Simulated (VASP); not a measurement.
All values below come from vdW-DF-cx, VASP's PBE PAW potentials (set 64) (plane waves; VASP).

The input files of a VASP run:

INCAR:
```
# general
SYSTEM   = Tm
PREC     = Accurate
ENCUT    = 520   # plane-wave cut-off (eV)
LREAL    = F
LASPH    = T   # aspherical one-centre terms

# electronic loop
EDIFF    = 1E-7
NELM     = 100   # most electronic steps
ALGO     = Normal
LMAXMIX  = 6

# smearing
ISMEAR   = 1   # Methfessel-Paxton
SIGMA    = 0.1   # width (eV)

# functional
GGA      = CX
LUSE_VDW = T
AGGAC    = 0.0

# ions
IBRION   = 2   # conjugate gradients
NSW      = 30   # most ionic steps
ISIF     = 4   # ions and shape, fixed volume
EDIFFG   = -0.01   # ionic stop

# output
LWAVE    = F
LCHARG   = F
```

### KPOINTS
```
Automatic mesh
0
Gamma
12 12 7
0 0 0
```

POSCAR:
```
Tm
1
    1.7703192820    -3.0662830113     0.0000000000
    1.7703192820     3.0662830113     0.0000000000
    0.0000000000     0.0000000000     5.4619789011
Tm
2
Direct
  0.3333330000   0.6666670000   0.2500000000
  0.6666670000   0.3333330000   0.7500000000
```

POTCAR, in this order: Tm_3 (PBE.64 set). Program: vasp_std.

The run wrote:

OSZICAR:
```
       N       E                     dE             d eps       ncg     rms          rms(c)
DAV:   1     0.704363180016E+02    0.70436E+02   -0.84076E+03  1984   0.130E+03
DAV:   2     0.511518687211E+00   -0.69925E+02   -0.68799E+02  2029   0.400E+02
DAV:   3    -0.410313277239E+01   -0.46147E+01   -0.42886E+01  3272   0.631E+01
DAV:   4    -0.423804180252E+01   -0.13491E+00   -0.13119E+00  3183   0.845E+00
DAV:   5    -0.423936838501E+01   -0.13266E-02   -0.13217E-02  2804   0.764E-01    0.241E+01
DAV:   6    -0.424806940106E+01   -0.87010E-02   -0.28707E-02  3139   0.195E+00    0.144E+01
DAV:   7    -0.426455126977E+01   -0.16482E-01   -0.56811E-02  3033   0.277E+00    0.365E-01
DAV:   8    -0.426439491589E+01    0.15635E-03   -0.34740E-03  2574   0.533E-01    0.623E-02
DAV:   9    -0.426442773541E+01   -0.32820E-04   -0.21012E-04  3216   0.153E-01    0.300E-02
DAV:  10    -0.426442472945E+01    0.30060E-05   -0.29662E-05  2879   0.507E-02    0.456E-02
DAV:  11    -0.426442505397E+01   -0.32452E-06   -0.39575E-06  2544   0.184E-02    0.192E-03
DAV:  12    -0.426442522775E+01   -0.17378E-06   -0.29240E-07  1932   0.608E-03    0.978E-04
DAV:  13    -0.426442522658E+01    0.11707E-08   -0.40384E-08  1458   0.326E-03
   1 F= -.42644252E+01 E0= -.42635341E+01  d E =-.426443E+01
       N       E                     dE             d eps       ncg     rms          rms(c)
DAV:   1    -0.426537503057E+01   -0.94980E-03   -0.29630E-02  2116   0.136E+00    0.131E-01
DAV:   2    -0.426496196236E+01    0.41307E-03   -0.10950E-03  2974   0.437E-01    0.766E-02
DAV:   3    -0.426474027893E+01    0.22168E-03   -0.23688E-04  3014   0.149E-01    0.409E-02
DAV:   4    -0.426474113835E+01   -0.85943E-06   -0.39459E-05  2848   0.515E-02    0.168E-02
DAV:   5    -0.426474089221E+01    0.24614E-06   -0.13392E-06  3100   0.124E-02    0.105E-03
DAV:   6    -0.426474086952E+01    0.22692E-07   -0.13514E-07  1437   0.336E-03
   2 F= -.42647409E+01 E0= -.42639247E+01  d E =-.315643E-03
       N       E                     dE             d eps       ncg     rms          rms(c)
DAV:   1    -0.426505678236E+01   -0.31589E-03   -0.11920E-02  2106   0.863E-01    0.833E-02
DAV:   2    -0.426488964293E+01    0.16714E-03   -0.44079E-04  2954   0.277E-01    0.486E-02
DAV:   3    -0.426479997194E+01    0.89671E-04   -0.96469E-05  3001   0.950E-02    0.258E-02
DAV:   4    -0.426480041853E+01   -0.44659E-06   -0.16154E-05  2846   0.329E-02    0.107E-02
DAV:   5    -0.426480032796E+01    0.90569E-07   -0.50052E-07  2386   0.774E-03
   3 F= -.42648003E+01 E0= -.42640362E+01  d E =-.375101E-03
```

OUTCAR:
```
------------------------ aborting loop because EDIFF is reached ----------------------------------------
  FORCE on cell =-STRESS in cart. coord.  units (eV):
  Direction    XX          YY          ZZ          XY          YZ          ZX
  --------------------------------------------------------------------------------------
  Total       -0.4213826     -0.4213826     -0.4165584      0.0000000     -0.0000000     -0.0000000
  in kB      -11.3852688    -11.3852693    -11.2549247      0.0000000     -0.0000000     -0.0000000
  external PRESSURE =     -11.3418209 kB  Pullay stress =       0.0000000 kB
  volume of cell :       59.30
      direct lattice vectors                 reciprocal lattice vectors
     1.766433526 -3.059552682  0.000000000     0.283056222 -0.163422582  0.000000000
     1.766433526  3.059552682 -0.000000000     0.283056222  0.163422582 -0.000000000
     0.000000000  0.000000000  5.486035584     0.000000000  0.000000000  0.182280990
 POSITION                                       TOTAL-FORCE (eV/Angst)
 -----------------------------------------------------------------------------------
      1.76643      1.01985      1.37151         0.000000      0.000000      0.000000
      1.76643     -1.01985      4.11453         0.000000     -0.000000      0.000000
 -----------------------------------------------------------------------------------
    total drift:                                0.000001      0.000069     -0.000012
  FREE ENERGIE OF THE ION-ELECTRON SYSTEM (eV)
  ---------------------------------------------------
  free  energy   TOTEN  =        -4.2648003280 eV

  energy  without entropy=       -4.2625079556  energy(sigma->0) =       -4.26403620

 reached required accuracy - stopping structural energy minimisation
```
(Selected blocks of OUTCAR.)

### CONTCAR
```
Tm
   1.00000000000000
     1.7664335259650605   -3.0595526816969127    0.0000000000000000
     1.7664335259650605    3.0595526816969127   -0.0000000000000000
     0.0000000000000000    0.0000000000000000    5.4860355838561041
  Tm
     2
Direct
     0.3333330000000032    0.6666669999999968    0.2500000000000000
     0.6666669999999968    0.3333330000000032    0.7500000000000000
```

The 4f electrons are frozen in the core of the lanthanide potential, so 4f levels, which can set the real gap, and their magnetism are missing.

The compound is Tm in the hcp structure. This cell is one point of a volume scan, at 1.03 of the reference volume. Symmetry was kept, so distortions that lower it aren't found.
